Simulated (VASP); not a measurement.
Here is the system:

```xyz
12
Lattice="4.3695 0.0000 0.0000 2.9130 3.2569 0.0000 0.0000 0.0000 24.3975" Properties=species:S:1:pos:R:3 pbc="T T T"
Cu     2.5229     1.1283     7.9476
Cu     4.7285     2.1146     8.6167
Cu     6.9282     3.0984     9.3717
Cu     1.7986     0.8043    10.2189
Cu     3.9919     1.7852    11.0053
Cu     6.1863     2.7666    11.8004
Cu     1.0963     0.4903    12.5971
Cu     3.2907     1.4717    13.3922
Cu     5.4840     2.4525    14.1786
Cu     0.3544     0.1585    15.0258
Cu     2.5541     1.1422    15.7808
Cu     4.7596     2.1286    16.4499
```

Computed with PBEsol GGA, VASP's PBE PAW potentials (set 64) (plane waves; VASP). Settings: PREC = Normal, 400 eV cut-off, 9×9×1 Γ-centred mesh, first-order Methfessel-Paxton smearing of 0.10 eV, potentials Cu.

Task: What does the run give for the energy per atom (σ→0), band gap (on the k-mesh) with the smallest direct gap where there is one?

Result: 
```
Quantity                                                    Result
------------------------  ----------------------------------------
band gap (on the k-mesh)  none (metal, semimetal or under 0.01 eV)
energy per atom (σ→0)                               -4.017 eV/atom
```

Total energies compare only between runs with the same potentials, cut-off and functional.

The cell is a thin slab with vacuum, built from Cu (fcc): (210) face.
